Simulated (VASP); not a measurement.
Computed with G0W0 on PBE orbitals, VASP's PBE PAW potentials (set 64) (plane waves; VASP).

VASP input:

### KPOINTS
```
Automatic mesh
0
gamma
4 4 4
```

### INCAR
```
NBANDS = 192
LWAVE = T
LSPECTRALGW = T
LREAL = F
ENCUTGW = 180
PREC = Normal
LCHARG = F
ALGO = EVGW0
ISMEAR = 0
ENCUT = 500
GGA = PE   # PBE
NBANDSGW = 18
NOMEGA = 64
NELMGW = 1
LASPH = T
SYSTEM = BN
SIGMA = 0.01   # width (eV)
```

POSCAR:
```
BN
1
    1.2520000000    -2.1685280000     0.0000000000
    1.2520000000     2.1685280000     0.0000000000
    0.0000000000     0.0000000000     6.6600000000
B N
2 2
Direct
  0.3333330000   0.6666670000   0.2500000000
  0.6666670000   0.3333330000   0.7500000000
  0.6666670000   0.3333330000   0.2500000000
  0.3333330000   0.6666670000   0.7500000000
```

POTCAR, in this order: B_GW N_GW_new (PBE.64 set). Program: vasp_std. Read from the step before: W*.

Output of the run:

OSZICAR:
```
energies w=
    0.000    0.000    0.695    0.000    1.389    0.000    2.079    0.000
    2.765    0.000    3.446    0.000    4.119    0.000    4.784    0.000
    5.441    0.000    6.090    0.000    6.729    0.000    7.359    0.000
    7.981    0.000    8.595    0.000    9.200    0.000    9.799    0.000
   10.392    0.000   10.979    0.000   11.561    0.000   12.141    0.000
   12.718    0.000   13.295    0.000   13.871    0.000   14.450    0.000
   15.031    0.000   15.617    0.000   16.209    0.000   16.810    0.000
   17.420    0.000   18.042    0.000   18.677    0.000   19.330    0.000
   20.000    0.000   20.693    0.000   21.411    0.000   22.157    0.000
   22.935    0.000   23.751    0.000   24.609    0.000   25.514    0.000
   26.476    0.000   27.500    0.000   28.597    0.000   29.777    0.000
   31.055    0.000   32.445    0.000   33.968    0.000   35.646    0.000
   37.508    0.000   39.592    0.000   41.941    0.000   44.616    0.000
   47.693    0.000   51.273    0.000   55.494    0.000   60.548    0.000
   66.709    0.000   74.386    0.000   84.208    0.000   97.211    0.000
  115.215    0.000  141.748    0.000  184.658    0.000  265.654    0.000
NQ=   1    0.0000    0.0000    0.0000,
 performed        271000 updates of chi_q(r,r)
NQ=   2    0.2500   -0.0000    0.0000,
 performed        818000 updates of chi_q(r,r)
NQ=   3    0.5000   -0.0000    0.0000,
 performed       1213000 updates of chi_q(r,r)
NQ=   4    0.2500    0.2500    0.0000,
 performed       1760000 updates of chi_q(r,r)
NQ=   5    0.0000    0.0000    0.2500,
 performed       2086000 updates of chi_q(r,r)
NQ=   6    0.2500   -0.0000    0.2500,
 performed       2675000 updates of chi_q(r,r)
NQ=   7    0.5000   -0.0000    0.2500,
 performed       3222000 updates of chi_q(r,r)
NQ=   8    0.2500    0.2500    0.2500,
 performed       3852000 updates of chi_q(r,r)
NQ=   9    0.0000    0.0000    0.5000,
 performed       4123000 updates of chi_q(r,r)
NQ=  10    0.2500   -0.0000    0.5000,
 performed       4670000 updates of chi_q(r,r)
NQ=  11    0.5000   -0.0000    0.5000,
 performed       5065000 updates of chi_q(r,r)
NQ=  12    0.2500    0.2500    0.5000,
 performed       5612000 updates of chi_q(r,r)
 resolving degeneracies of screened two electron integrals
```

**OUTCAR**
```


 k-point   1 :       0.0000    0.0000    0.0000
  band No.  KS-energies  QP-energies   sigma(KS)   V_xc(KS)     V^pw_x(r,r')   Z            occupation Imag(sigma)

      1     -14.6980     -16.7485     -18.8289     -15.9425     -26.6116       0.7104       2.0000       1.1874
      2     -14.4102     -16.4374     -19.1290     -16.2703     -26.8670       0.7091       2.0000       1.1247
      3      -3.0989      -4.6569     -14.4887     -12.3427     -18.2115       0.7259       2.0000       0.2970
      4      -1.0019      -2.4308     -16.2952     -14.3885     -19.3849       0.7494       2.0000       0.1443
      5       1.7687       0.2702     -20.0168     -18.1490     -22.7356       0.8023       2.0000       0.0707
      6       1.7687       0.2702     -20.0168     -18.1490     -22.7356       0.8023       2.0000       0.0707
      7       1.8047       0.3057     -20.0503     -18.1911     -22.7611       0.8063       2.0000       0.0704
      8       1.8047       0.3057     -20.0503     -18.1911     -22.7611       0.8063       2.0000       0.0704
      9       8.3434       8.7220      -8.1304      -8.5749      -4.4447       0.8518       0.0000      -0.0575
     10      13.3873      14.4747     -12.0562     -13.4685      -6.9268       0.7700       0.0000      -0.1608
     11      14.6560      16.4642     -12.0005     -14.2010      -7.1359       0.8217       0.0000      -0.0825
     12      14.6560      16.4642     -12.0005     -14.2010      -7.1359       0.8217       0.0000      -0.0825
     13      14.7765      16.6016     -12.1020     -14.3359      -7.2027       0.8170       0.0000      -0.0843
     14      14.7765      16.6016     -12.1020     -14.3359      -7.2027       0.8170       0.0000      -0.0843
     15      15.3200      16.5845     -12.6822     -14.3072      -7.0351       0.7781       0.0000      -0.1749
     16      16.1448      17.5153     -12.9970     -14.8723      -6.0680       0.7308       0.0000      -0.5688
     17      17.9004      19.1677     -12.3170     -13.9474      -6.5335       0.7773       0.0000      -0.1897
     18      19.7257      21.0899      -9.6222     -11.1202      -2.8179       0.9107       0.0000      -0.9406

 k-point   2 :       0.2500   -0.0000    0.0000
  band No.  KS-energies  QP-energies   sigma(KS)   V_xc(KS)     V^pw_x(r,r')   Z            occupation Imag(sigma)

      1     -13.5225     -15.6896     -19.0952     -16.2693     -26.5552       0.7669       2.0000       1.1672
      2     -13.2770     -15.4323     -19.3504     -16.5608     -26.7858       0.7727       2.0000       1.1185
      3      -2.0047      -3.7436     -18.9936     -16.7419     -22.5057       0.7722       2.0000       0.1171
      4      -1.9458      -3.6752     -19.0498     -16.8142     -22.5443       0.7735       2.0000       0.1155
      5      -1.4653      -3.0133     -14.8645     -12.7889     -17.9419       0.7458       2.0000       0.1682
      6       0.1403      -1.4437     -19.4940     -17.4920     -22.5264       0.7912       2.0000       0.0840
      7       0.1954      -1.3878     -19.5458     -17.5559     -22.5665       0.7956       2.0000       0.0832
      8       0.4385      -0.9402     -16.6364     -14.8490     -19.2266       0.7714       2.0000       0.1036
      9      10.1775      10.6607      -8.3005      -8.8729      -4.3947       0.8442       0.0000      -0.0664
     10      11.8937      13.0967     -12.2252     -13.7780      -7.2735       0.7747       0.0000      -0.1311
     11      12.4266      13.6655     -11.9348     -13.5633      -6.5179       0.7607       0.0000      -0.1736
     12      13.6799      15.1004     -11.6345     -13.3726      -6.8106       0.8173       0.0000      -0.0852
     13      14.5183      15.9628     -11.5127     -13.2707      -6.7089       0.8217       0.0000      -0.0870
     14      18.2052      19.5289     -12.6322     -14.3389      -6.6719       0.7756       0.0000      -0.3255
     15      18.4174      19.2688      -8.3847      -9.4085      -2.5870       0.8316       0.0000      -0.4956
     16      19.1436      21.0079     -12.7553     -15.1304      -6.9115       0.7849       0.0000      -0.2021
     17      19.2552      21.1398     -12.8487     -15.2610      -6.9606       0.7813       0.0000      -0.2074
     18      20.9500      22.4329     -13.0931     -14.9928      -6.6334       0.7806       0.0000      -0.4330

 k-point   3 :       0.5000   -0.0000    0.0000
  band No.  KS-energies  QP-energies   sigma(KS)   V_xc(KS)     V^pw_x(r,r')   Z            occupation Imag(sigma)

      1     -11.4997     -13.6288     -19.9749     -17.2693     -26.9630       0.7869       2.0000       1.0126
      2     -11.4299     -13.5505     -20.0276     -17.3385     -27.0054       0.7886       2.0000       1.0037
      3      -5.8041      -7.6680     -17.8670     -15.3295     -22.3797       0.7346       2.0000       0.2634
      4      -5.7410      -7.6011     -17.9164     -15.3930     -22.4090       0.7371       2.0000       0.2575
      5      -1.0430      -2.6868     -19.2767     -17.1737     -22.6122       0.7816       2.0000       0.0982
      6      -0.9798      -2.6223     -19.3346     -17.2451     -22.6563       0.7861       2.0000       0.0971
      7       1.6709       0.2851     -16.4559     -14.6903     -18.6907       0.7849       2.0000       0.0798
      8       2.6663       1.4193     -17.7646     -16.1842     -19.9063       0.7891       2.0000       0.0688
      9       7.3865       8.2322      -9.2835     -10.3004      -5.2182       0.8316       0.0000      -0.0631
     10       8.7397       9.8352     -11.0944     -12.4468      -6.8008       0.8101       0.0000      -0.0751
     11      12.6351      13.7362     -10.8896     -12.2342      -6.1990       0.8189       0.0000      -0.0890
     12      13.0606      14.3241     -11.4645     -13.0052      -6.6806       0.8201       0.0000      -0.0824
     13      15.8139      16.3234      -8.0359      -8.6646      -3.3338       0.8104       0.0000      -0.1613
     14      16.8008      17.6425      -9.1333     -10.1507      -4.4906       0.8273       0.0000      -0.1636
     15      18.3622      19.1488      -8.6144      -9.5479      -2.9856       0.8426       0.0000      -0.4935
     16      21.8369      22.6555      -8.8773      -9.8471      -3.3268       0.8440       0.0000      -0.5608
     17      23.8885      25.4041     -12.2891     -14.1320      -5.6545       0.8224       0.0000      -0.6900
     18      24.4845      26.2009     -12.2169     -14.2799      -5.5848       0.8320       0.0000      -0.7390

 k-point   4 :       0.2500    0.2500    0.0000
  band No.  KS-energies  QP-energies   sigma(KS)   V_xc(KS)     V^pw_x(r,r')   Z            occupation Imag(sigma)

      1     -11.6547     -13.7084     -19.7610     -17.0716     -26.7976       0.7636       2.0000       1.0097
      2     -11.5164     -13.5616     -19.9281     -17.2593     -26.9539       0.7664       2.0000       0.9863
      3      -4.5012      -6.2771     -18.3406     -15.9585     -22.5082       0.7455       2.0000       0.1973
      4      -4.4674      -6.2629     -18.3752     -15.9805     -22.5425       0.7498       2.0000       0.1948
      5      -2.7829      -4.5572     -18.5661     -16.2442     -22.2089       0.7641       2.0000       0.1277
      6      -2.7328      -4.5030     -18.6131     -16.3080     -22.2455       0.7680       2.0000       0.1267
      7       1.3438      -0.0647     -15.9749     -14.1833     -18.1510       0.7862       2.0000       0.0822
      8       2.6230       1.4046     -17.6624     -16.1196     -19.6998       0.7897       2.0000       0.0669
      9       8.6895       9.7303     -10.1731     -11.4559      -5.7333       0.8114       0.0000      -0.0770
     10       9.2321      10.3723     -11.6979     -13.1178      -7.3849       0.8030       0.0000      -0.0792
     11      13.6121      14.2102      -8.6161      -9.3448      -4.2025       0.8206       0.0000      -0.1100
     12      15.4118      15.9208      -7.4367      -8.0367      -2.8943       0.8483       0.0000      -0.1930
     13      16.7001      17.9002     -11.1071     -12.5969      -6.1161       0.8055       0.0000      -0.1329
     14      16.9072      18.1325     -11.9658     -13.5535      -6.3066       0.7717       0.0000      -0.2274
     15      18.0173      19.5739     -12.1150     -14.0737      -6.6200       0.7947       0.0000      -0.1665
     16      19.5997      21.1207     -11.8611     -13.7926      -5.8033       0.7875       0.0000      -0.2964
     17      21.1265      22.0962      -8.7599      -9.9195      -3.7729       0.8363       0.0000      -0.3236
     18      22.6701      23.4124      -8.1856      -9.0623      -2.6234       0.8468       0.0000      -0.5695

 k-point   5 :       0.0000    0.0000    0.2500
  band No.  KS-energies  QP-energies   sigma(KS)   V_xc(KS)     V^pw_x(r,r')   Z            occupation Imag(sigma)

      1     -14.6581     -16.7080     -18.8683     -15.9852     -26.6442       0.7110       2.0000       1.1794
      2     -14.4548     -16.4809     -19.0801     -16.2164     -26.8242       0.7075       2.0000       1.1350
      3      -2.8433      -4.3864     -14.6705     -12.5453     -18.3051       0.7261       2.0000       0.2675
      4      -1.3810      -2.8438     -15.8875     -13.9246     -19.0676       0.7452       2.0000       0.1603
      5       1.7735       0.2730     -20.0214     -18.1551     -22.7391       0.8040       2.0000       0.0707
      6       1.7735       0.2730     -20.0214     -18.1551     -22.7391       0.8040       2.0000       0.0707
      7       1.7990       0.3018     -20.0451     -18.1849     -22.7572       0.8049       2.0000       0.0705
      8       1.7990       0.3018     -20.0451     -18.1849     -22.7572       0.8049       2.0000       0.0705
      9       9.0381       9.5146      -8.6430      -9.2060      -4.8324       0.8464       0.0000      -0.0628
     10      12.4899      13.4372     -11.1265     -12.3175      -6.4073       0.7955       0.0000      -0.1155
     11      14.6720      16.4803     -12.0146     -14.2200      -7.1453       0.8199       0.0000      -0.0827
     12      14.6720      16.4803     -12.0146     -14.2200      -7.1453       0.8199       0.0000      -0.0827
     13      14.7573      16.5816     -12.0864     -14.3154      -7.1928       0.8185       0.0000      -0.0840
     14      14.7573      16.5816     -12.0864     -14.3154      -7.1928       0.8185       0.0000      -0.0840
     15      15.5819      16.9057     -12.9578     -14.6794      -6.9934       0.7690       0.0000      -0.2635
     16      16.0785      17.4541     -13.0316     -14.8907      -6.2732       0.7399       0.0000      -0.5106
     17      18.0492      19.3097     -12.1356     -13.7552      -6.1745       0.7783       0.0000      -0.2792
...
```
(Selected blocks of OUTCAR.)

The mesh is coarse and the basis finite, so the quasiparticle values are not converged.

The compound is BN in the hex structure. The cell was not relaxed at this level. The k-mesh is coarse (spacing up to 0.72 per Å, 2π included), so the numbers may not be converged in it.
